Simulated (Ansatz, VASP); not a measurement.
# Cross-check of SiGe between VASP and Ansatz

Aim: how closely do two programs agree when they are given the same cell, functional and k mesh? The cell is generated by rule, not measured, and may not be a known phase. Of the first pair: The two relaxations start from unlike cells of this crystal (the structure described is Ansatz's start), so only their ends are compared.

Main program and level: Ansatz 0.2.0; plane waves, with VASP 6.6.1 beside it; relaxation of cell and atoms at PBEsol.

## (1) Starting point

Symmetry: Pm-3m, No. 221, cubic system. The conventional cell has a = 2.882 Å, b = 2.882 Å, c = 2.882 Å, α = 90.00°, β = 90.00°, γ = 90.00°. Si has 8 Ge at 2.50 Å nearest. Nearest to Ge lie 8 Si at 2.50 Å. Farther neighbours are not listed.

As a file:

```
Si Ge
1.0
     2.88213    0.00000    0.00000
     0.00000    2.88213    0.00000
     0.00000    0.00000    2.88213
Si Ge
1 1
Direct
  0.00000 0.00000 0.00000
  0.50000 0.50000 0.50000
```

## (2) VASP: relaxation of cell and atoms, PBEsol, pair 1

The relaxed volume is the usual yardstick between codes: in a stiff, nearly cubic crystal its relative difference is about their pressure difference at one cell divided by the bulk modulus.

Lines of VASP's logs that name or quote its potential files are left out, and so is its time.

The input, INCAR:

```
SYSTEM = SiGe
PREC = Accurate
ENCUT = 500
EDIFF = 1E-07
NELM = 120
ISMEAR = 0
SIGMA = 0.1
LREAL = .FALSE.
ALGO = Normal
GGA = PS
NBANDS = 15
LORBIT = 11
LWAVE = .FALSE.
LCHARG = .FALSE.
ISIF = 3
IBRION = 2
NSW = 80
EDIFFG = -0.005
LASPH = .TRUE.
GGA_COMPAT = .FALSE.
NELMIN = 4
KPAR = 2
```

The input, POSCAR:

```
SiGe
1.0
    3.1904497756      0.0000000000      0.0000000000
    0.0000000000      3.1904497756      0.0000000000
    0.0000000000      0.0000000000      3.1904497756
Si Ge
1 1
Direct
    0.0000000000      0.0000000000      0.0000000000
    0.5000000000      0.5000000000      0.5000000000
```

The input, KPOINTS:

```
Automatic mesh
0
Gamma
8 8 8
0 0 0
```

Potentials, in the order of the species: Si and Ge_d (PBE family, release 64).

Command:

```
$ mpirun -np 2 vasp_std
```

Numbers of over 12 decimals in the logs are rounded to 6 here.

Log:

```text
[banner, memory and clock lines left out]
running    2 mpi-ranks, on    1 nodes
 distrk:  each k-point on    1 cores,    2 groups
 distr:  one band on    1 cores,    1 groups

 POSCAR found type information on POSCAR SiGe
 POSCAR found :  2 types and       2 ions
|                                                                             |
|               ----> ADVICE to this user running VASP <----                  |
|                                                                             |
|     You enforced a specific xc type in the INCAR file but a different       |
|     [... a line on the potential file left out ...]
|     I HOPE YOU KNOW WHAT YOU ARE DOING!                                     |
|                                                                             |

 LDA part: xc-table for (Slater+PW92), standard interpolation
 POSCAR, INCAR and KPOINTS ok, starting setup
 FFT: planning ... GRIDC
 FFT: planning ... GRID_SOFT
 FFT: planning ... GRID
 WAVECAR not read
 entering main loop
       N       E                     dE             d eps       ncg     rms          rms(c)
DAV:   1     0.810203810423E+02    0.81020E+02   -0.89017E+03  1178   0.264E+03
DAV:   2    -0.130728543603E+01   -0.82328E+02   -0.78815E+02  1106   0.453E+02
DAV:   3    -0.970799371556E+01   -0.84007E+01   -0.83526E+01  1337   0.838E+01
DAV:   4    -0.984975261996E+01   -0.14176E+00   -0.14172E+00  1239   0.108E+01
DAV:   5    -0.985220295855E+01   -0.24503E-02   -0.24503E-02  1400   0.162E+00    0.267E+00
DAV:   6    -0.981674394893E+01    0.35459E-01   -0.27165E-02  1330   0.310E+00    0.145E+00
DAV:   7    -0.980137533915E+01    0.15369E-01   -0.18352E-02  1407   0.179E+00    0.109E-01
DAV:   8    -0.980096651276E+01    0.40883E-03   -0.10919E-03  1337   0.603E-01    0.827E-02
DAV:   9    -0.980094352820E+01    0.22985E-04   -0.66975E-05  1393   0.146E-01    0.169E-02
DAV:  10    -0.980094351526E+01    0.12936E-07   -0.43391E-06  1323   0.188E-02    0.919E-03
DAV:  11    -0.980094413867E+01   -0.62341E-06   -0.22377E-07  1265   0.431E-03    0.408E-04
DAV:  12    -0.980094406090E+01    0.77772E-07   -0.27602E-08   756   0.347E-03
   1 F= -.98009441E+01 E0= -.97957244E+01  d E =-.980094E+01
 curvature:   0.00 expect dE= 0.000E+00 dE for cont linesearch  0.000E+00
 trial: gam= 0.00000 g(F)=  0.000E+00 g(S)=  0.894E-04 ort = 0.000E+00 (trialstep = 0.100E+01)
 search vector abs. value=  0.894E-04
 bond charge predicted
       N       E                     dE             d eps       ncg     rms          rms(c)
DAV:   1    -0.980198812137E+01   -0.10440E-02   -0.13666E-02  1351   0.238E+00    0.184E-01
DAV:   2    -0.980123860557E+01    0.74952E-03   -0.95934E-04  1288   0.673E-01    0.933E-02
DAV:   3    -0.980100363182E+01    0.23497E-03   -0.31333E-04  1324   0.333E-01    0.204E-02
DAV:   4    -0.980098661272E+01    0.17019E-04   -0.14635E-05  1323   0.650E-02    0.879E-03
DAV:   5    -0.980098475258E+01    0.18601E-05   -0.15091E-06  1407   0.202E-02    0.229E-03
DAV:   6    -0.980098465920E+01    0.93379E-07   -0.83368E-08   735   0.543E-03
   2 F= -.98009847E+01 E0= -.97957459E+01  d E =-.405983E-04
 trial-energy change:   -0.000041  1 .order   -0.000056   -0.000089   -0.000023
 step:   1.3467(harm=  1.3467)  dis= 0.00000  next Energy=    -9.801004 (dE=-0.602E-04)
 reached required accuracy - stopping structural energy minimisation
```

From OUTCAR (step 2):

```text
ion  position               nearest neighbor table
   1  0.000  0.000  0.000-   2 2.76   2 2.76   2 2.76   2 2.76   2 2.76   2 2.76   2 2.76   2 2.76

  LATTYP: Found a simple cubic cell.
 ALAT       =     3.1904497756

 Subroutine GETGRP returns: Found 48 space group operations
 (whereof 48 operations were pure point group operations)

The static configuration has the point symmetry O_h .

 Found     35 irreducible k-points:

   k-points           NKPTS =     35   k-points in BZ     NKDIM =     35   number of bands    NBANDS=     15

   dimension x,y,z NGX =    24 NGY =   24 NGZ =   24
   dimension x,y,z NGXF=    48 NGYF=   48 NGZF=   48

   ENCUT  =  500.0 eV  36.75 Ry    6.06 a.u.   5.82  5.82  5.82*2*pi/ulx,y,z

   NELECT =      18.0000    total number of electrons

 k-points in reciprocal lattice and weights: Automatic mesh
   0.00000000  0.00000000  0.00000000       0.002
   0.12500000  0.00000000  0.00000000       0.012
   0.25000000  0.00000000  0.00000000       0.012
   0.37500000  0.00000000  0.00000000       0.012
   0.50000000  0.00000000  0.00000000       0.006
   0.12500000  0.12500000  0.00000000       0.023
   0.25000000  0.12500000  0.00000000       0.047
   0.37500000  0.12500000  0.00000000       0.047
   0.50000000  0.12500000  0.00000000       0.023
[...]
0.50000000  0.50000000  0.37500000       0.012
   0.50000000  0.50000000  0.50000000       0.002

 average (electrostatic) potential at core
       1 -81.3065       2 -70.6035

 E-fermi :   8.4038

 k-point     1 :       0.0000    0.0000    0.0000
  band No.  band energies     occupation
    ...
      6      -5.4823      2.00000
      7       7.7293      2.00000
      8       7.8834      2.00000
      9       7.8834      2.00000
     10       7.8834      2.00000
     11      11.7762      0.00000
     12      11.7762      0.00000
     13      18.8544      0.00000
     14      18.8544      0.00000
     15      18.8544      0.00000

 k-point     2 :       0.1250    0.0000    0.0000
  band No.  band energies     occupation
    ...
      5     -16.1554      2.00000
      6      -5.2559      2.00000
      7       5.2912      2.00000
      8       8.1059      1.99997
      9       8.1059      1.99997
     10       8.9899      0.00000
     11      11.9861      0.00000
     12      13.6914      0.00000
     13      17.6061      0.00000
     14      17.6061      0.00000
    ...

 k-point     3 :       0.2500    0.0000    0.0000
  band No.  band energies     occupation
    ...
      3     -16.1648      2.00000
      4     -16.1648      2.00000
      5     -16.1547      2.00000
      6      -4.5779      2.00000
      7       2.5898      2.00000
      8       8.7691      0.00000
      9       8.7691      0.00000
     10       9.7524      0.00000
     11      12.6084      0.00000
     12      15.3942      0.00000
    ...

  Total        0.0090461      0.0090461      0.0090461      0.0000000     -0.0000000     -0.0000000
  in kB        0.4451576      0.4451576      0.4451576      0.0000000     -0.0000000     -0.0000000
  external PRESSURE =       0.4451576 kB  Pullay stress =       0.0000000 kB

  energy-cutoff  :      500.00
  volume of cell :       32.56
      direct lattice vectors                 reciprocal lattice vectors
     3.193154050  0.000000000 -0.000000000     0.313169983 -0.000000000  0.000000000
     0.000000000  3.193154050 -0.000000000    -0.000000000  0.313169983 -0.000000000
    -0.000000000  0.000000000  3.193154050     0.000000000  0.000000000  0.313169983

 POSITION                                       TOTAL-FORCE (eV/Angst)
 -----------------------------------------------------------------------------------
      0.00000      0.00000      0.00000         0.000000      0.000000      0.000000
      1.59658      1.59658      1.59658        -0.000000     -0.000000      0.000000
 -----------------------------------------------------------------------------------
    total drift:                                0.000000      0.000000     -0.000000

  FREE ENERGIE OF THE ION-ELECTRON SYSTEM (eV)
  ---------------------------------------------------
  free  energy   TOTEN  =        -9.8009846592 eV

  energy  without entropy=       -9.7905071990  energy(sigma->0) =       -9.79574593

 reached required accuracy - stopping structural energy minimisation

 total charge
# of ion       s       p       d       tot
------------------------------------------
    1        0.856   0.679   0.000   1.535
    2        1.232   0.986  10.061  12.279
--------------------------------------------------
tot          2.088   1.665  10.061  13.814

[... 3 further parts left out ...]
```

CONTCAR:

```
SiGe
   1.00000000000000
     3.1931540502156066    0.0000000000000000   -0.0000000000000000
     0.0000000000000000    3.1931540502156066   -0.0000000000000000
    -0.0000000000000000    0.0000000000000000    3.1931540502156066
  Si              Ge
     1     1
Direct
     0.0000000000000000    0.0000000000000000    0.0000000000000000
     0.5000000000000000    0.5000000000000000    0.5000000000000000
```

The k-mesh is coarse for a metal.

## (3) Ansatz: relaxation of cell and atoms, PBEsol, pair 1

Ansatz runs on its default PAW (the set named soft_2) files.

Its own start cell and the same functional, mesh and smearing now go to Ansatz, which takes its cutoff from its data sets.

The input, input.yaml:

```yaml
crystal:
  lattice:
    - [2.88213, 0.0, 0.0]
    - [0.0, 2.88213, 0.0]
    - [0.0, 0.0, 2.88213]
  atoms:
    - { symbol: Si, position: [0.0, 0.0, 0.0] }
    - { symbol: Ge, position: [0.5, 0.5, 0.5] }
kpoints:
  mp_grid: { grid: [8, 8, 8] }
hamiltonian:
  xc: pbesol
scf:
  occupations: { method: gaussian, width: 0.1 }
output:
  forces: true
  stress: true
  eigenvalues: true
relax:
  adjacent_minimum: "off"
  f_tol: 0.05
  max_steps: 80
  cell: { stress_tol: 0.5 }
```

Command:

```
$ ansatz run input.yaml --threads 4 --pin off --max-ram 7168MiB --backend cpu --events-out ev --progress --plain --runs-dir out
```

Log:

```text
The last accepted step is kept in <dir> (removed where the run ends without a failure and the disk answers)
Engine: ansatz 0.2.0, aarch64-unknown-linux-gnu
Pseudopotentials: kind: paw
Pseudopotential: Si, paw, valence charge 4, recommended cutoff 420 eV (normal), Si.paw.azcp
Pseudopotential: Ge, paw, valence charge 14, recommended cutoff 420 eV (normal), Ge.paw.azcp
Functional definition: PBEsol
  exchange = pbesol_x
  correlation = pbesol_c
Crystal: 2 atoms, lattice volume = 23.941 Å³
Basis set: ecut = 420 eV, 461 PW (Γ), exchange–correlation on 40×40×40 points (8 copies of the dense FFT grid, shifted against one another)
Bands: 13, of which v1, the nominal top of the filled ones, is band 9 counted from 1 (8 counted from 0)
Symmetry: 48 space group operations
Space group: Pm-3m (ITA 221), of the structure as read, at distance tolerance 2.9e-5 Å
k-points: 35 of 512
Non-local potential: Si, projectors of the file, l = 0: 2, l = 1: 2, l = 2: 2
Non-local potential: Ge, projectors of the file, l = 0: 2, l = 1: 2, l = 2: 3, l = 3: 1
PAW form: soft (Blöchl's): semilocal exchange-correlation on the pseudo side does not see the compensation charge
PAW frozen core: Si, regenerated for the run's functional, and the local potential with it (the file was generated under x = pbe(κ = 0.804, μ = 0.219515), c = pbe(β = 0.066725))
PAW frozen core: Ge, regenerated for the run's functional, and the local potential with it (the file was generated under x = pbe(κ = 0.804, μ = 0.219515), c = pbe(β = 0.066725))
PAW one-centre angular grid: Si, 110 points (default); XC on 64 Gauss nodes
PAW one-centre angular grid: Ge, 590 points (default); XC on 64 Gauss nodes
Initial density: superposition of atomic densities (neutral atoms: chi_scale 0, normalization atom), corrected by the library's trained network
Initial wavefunctions: pseudopotential atomic-orbital guess
Functional: x = pbesol(κ = 0.804, μ = 0.123457), c = pbesol(β = 0.046)
SCF iter   1: F=—  HF=-4873.038889 eV  |F-HF|=—  |Δ(HF+E_count)|=         —  Δρ=3.03e-3  dr2=2.01e-3  ethr=1.77e-3  ⟨swp⟩=5.1  Hψ=5520  notcnv=0  defer=9
automatic band count: the SCF goes on with 17 bands, as 13 were too few: the levels above may hold too much charge
preconditioner: auto → none  [metal: Δε(μ)=0.078 eV  Ē_g=26.468 eV  σ=0.100 eV  W_gap=0.42  n_scr=6 (ndim 8)  ℏωp=32.2 eV  f_vac=0.000  D(μ)=1.58/eV (n_scr^D=18)  sad-step TF]
SCF iter   2: F=—  HF=-4873.037656 eV  |F-HF|=—  |Δ(HF+E_count)|=   1.23e-3  Δρ=1.82e-3  dr2=7.27e-4  ethr=1.12e-5  ⟨swp⟩=2.0  Hψ=1076  notcnv=0  defer=9
SCF iter   3: F=—  HF=-4873.037390 eV  |F-HF|=—  |Δ(HF+E_count)|=   2.66e-4  Δρ=3.39e-4  dr2=1.95e-5  ethr=4.04e-6  ⟨swp⟩=2.6  Hψ=826  notcnv=0  defer=9
SCF iter   4: F=—  HF=-4873.037409 eV  |F-HF|=—  |Δ(HF+E_count)|=   1.94e-5  Δρ=1.02e-4  dr2=2.92e-6  ethr=1.09e-7  ⟨swp⟩=2.0  Hψ=828  notcnv=0  defer=9
iter 5 did not close the SCF: its close was put off for the readings that it lacked (scf_convergence_deferred on its scf_iter line)
SCF iter   5: F=-4873.037407 eV  HF=-4873.037407 eV  |F-HF|=4.38e-8  |Δ(HF+E_count)|=   1.65e-6  Δρ=1.90e-5  dr2=4.04e-8  ethr=1.62e-8  ⟨swp⟩=2.0  Hψ=825  notcnv=0  defer=9
SCF iter   6: F=-4873.037407 eV  HF=-4873.037407 eV  |F-HF|=9.23e-9  |Δ(HF+E_count)|=   7.01e-8  Δρ=5.48e-6  dr2=3.51e-9  ethr=2.24e-10  ⟨swp⟩=5.0  Hψ=2286  notcnv=0
SCF 1 converged in 6 iterations: F = -4873.037407 eV  dr2 = 3.51e-9
  greatest PAW one-centre occupation: 0.999 electrons in one spin orbital (limit 2), on the Ge atom at site 1 (counted from 0), in its partial waves of l = 2
relax step   1: F+E_penalty+E_count = -4873.03740729 eV  Δ(F+E_penalty+E_count) = +0.000e0 eV  max|allowed force component| = 5.154e-29 eV/Å  Δτ_max = 0.0000 Å  P = +53.854 GPa  Ω = 23.941 Å³  (6 SCF iters, dr2 threshold 1.00e-7 eV, accepted)
[...]
relax step   2: F+E_penalty+E_count = -4873.84468404 eV  Δ(F+E_penalty+E_count) = -8.073e-1 eV  max|allowed force component| = 2.194e-30 eV/Å  Δτ_max = 0.0000 Å  P = +20.287 GPa  Ω = 27.616 Å³  energy of the carried Pulay correction = -1.170e-3 eV  (6 SCF iters, dr2 threshold 2.00e-7 eV, accepted)
[...]
relax step   3: F+E_penalty+E_count = -4874.06344452 eV  Δ(F+E_penalty+E_count) = -2.188e-1 eV  max|allowed force component| = 4.930e-31 eV/Å  Δτ_max = 0.0000 Å  P = +6.034 GPa  Ω = 30.431 Å³  energy of the carried Pulay correction = -1.961e-3 eV  (5 SCF iters, dr2 threshold 2.00e-7 eV, accepted)
[...]
relax step   4: F+E_penalty+E_count = -4874.09467350 eV  Δ(F+E_penalty+E_count) = -3.123e-2 eV  max|allowed force component| = 3.172e-30 eV/Å  Δτ_max = 0.0000 Å  P = -0.483 GPa  Ω = 32.379 Å³  energy of the carried Pulay correction = -2.462e-3 eV  (5 SCF iters, dr2 threshold 2.00e-7 eV, accepted)
[...]
relax step   5: F+E_penalty+E_count = -4874.11026561 eV  Δ(F+E_penalty+E_count) = -1.559e-2 eV  max|allowed force component| = 2.104e-30 eV/Å  Δτ_max = 0.0000 Å  P = +0.384 GPa  Ω = 32.379 Å³  stress off target by 3.84e-1 GPa  SCF on the basis re-selected at this cell (its energy is not comparable with the rows above)  (6 SCF iters)
basis re-selected at this cell: Δ(F+E_penalty+E_count) = -1.559e-2 eV, ΔP = +0.867 GPa vs the last step (what re-selecting the basis moved, of the pressure what is left beyond the Pulay correction that the steps carried, after the strain that the cell walked since its last selection, with what the two solves' SCF thresholds leave and, on support functions, any second-order correction that the steps lacked; it is no measure of the basis error at this ecutwfc). The dense FFT grid was sized anew with the basis: this SCF ran on 24×24×24 points, the steps before it on 20×20×20, so part of this shift can come from that change (see relax.cell in the input reference). [rest of the remark cut]
SCF converged after 6 iterations
Free energy (F): -4874.110266 eV
Harris-Foulkes:  -4874.110266 eV  (|F-HF|=3.29e-10)
Internal energy: -4874.099814 eV  (E = F + TS)
E sigma→0 (E₀):  -4874.105040 eV
Entropy (-TS):   -0.010451 eV (-5.226 meV/atom)
Fermi energy:    11.225343 eV
--- Per-component energies (eV) ---
  E_band       = -88.214428
  E_kinetic    = 151.501092
  E_local      = -2345.470337  (includes V_loc(G=0)·N_el)
  E_nonlocal   = 443.378592
  E_hartree    = 1042.708544
  E_xc         = -130.895858
  E_vxc        = -113.026922  (∫ρ·V_xc dr)
  E_paw        = -2474.622303  (= ΣΔE_a)
  E_vpaw       = -310.014353  (= ΣTr[D̂ρ^β])
  E_aug_tail   = 0.000247  (compensation charges beyond the density's cutoff)
  E_ewald      = -1561.649289
  E_core_change = 0.949497  (= ΣΔE_core)
  E_smearing   = -0.010451  (= −TS)
  E_closure    = 0.000000  (closes the sum)
  Σ components = -4874.110266   (vs F -4874.110266, Δ=0.00e0)
--- Forces (eV/Å), atoms counted from 1 ---
  atom   1  Si     0.00000000     0.00000000     0.00000000
  atom   2  Ge     0.00000000    -0.00000000     0.00000000
  max |Σ_I F_I| component: 4.21e-30 eV/Å
--- Stress (GPa, compression-positive) ---
        0.383622      -0.000000       0.000000
       -0.000000       0.383622       0.000000
        0.000000       0.000000       0.383622
  P = ⅓ Tr σ = 0.3836 GPa (3.836 kbar)
--- Band table (eV; the first three rows and the last of 35) ---
  k-point 0: bands = [... 5 lower, -2.7070, 10.5933, 10.7018, 10.7018, 10.7018, 14.5789, 14.5789, 21.7372, ... 4 higher]
  k-point 1: bands = [... 5 lower, -2.4798, 8.1135, 10.9251, 10.9251, 11.8380, 14.7892, 16.5060, 20.4663, ... 4 higher]
  k-point 2: bands = [... 5 lower, -1.7990, 5.3980, 11.5907, 11.5907, 12.6020, 15.4128, 18.2392, 18.2392, ... 4 higher]
  k-point 34: bands = [... 5 lower, 5.9955, 7.1829, 8.6479, 8.6479, 8.6479, 8.9993, 8.9993, 8.9993, ... 4 higher]
--- Relaxed structure (4 steps of the walk, 4 accepted, 1 SCFs on fresh bases) ---
  F+E_penalty+E_count = -4874.11026561 eV   max|allowed force component| = 2.104e-30 eV/Å   (the final SCF, on the basis selected at the relaxed cell)
  cell:  # Å, volume = 32.3787 Å³
    - [3.187277, 0, 0]
    - [0, 3.187277, 0]
    - [0, 0, 3.187277]
  atoms:
    - { symbol: Si, position: [0, 0, 0] }
    - { symbol: Ge, position: [0.5, 0.5, 0.5] }
```

## (4) Comparison

Known differences besides the potentials themselves: the cutoff is 420 eV in Ansatz and 500 eV in VASP; Ansatz makes its cores anew for this functional, VASP keeps those of its PBE data sets; Ansatz adds a Pulay correction to the stress that steers its cell, VASP none. Total energies have different zeros and are not compared.

Both answers:

| quantity | Ansatz | VASP | difference |
| --- | --- | --- | --- |
| volume (Å³) | 32.38 | 32.56 | -0.55 % |
| edge a after relaxation, in the typed setting (Å) | 3.187 | 3.193 | -0.18 % |

[end of part 1 of 2]

[Lines on the potential files, build, host, timing and source positions are cut from VASP's logs without a mark.]

[Logs are printed without paths, hosts, clocks, repeated set-up lines and the standing remarks that a program may print on its own settings, such as how far it seeks lower states.]

[Hosts, paths, dates, database ids (printed as entryN), source tags and the programs' standing remarks are cut or masked in the printed files.]
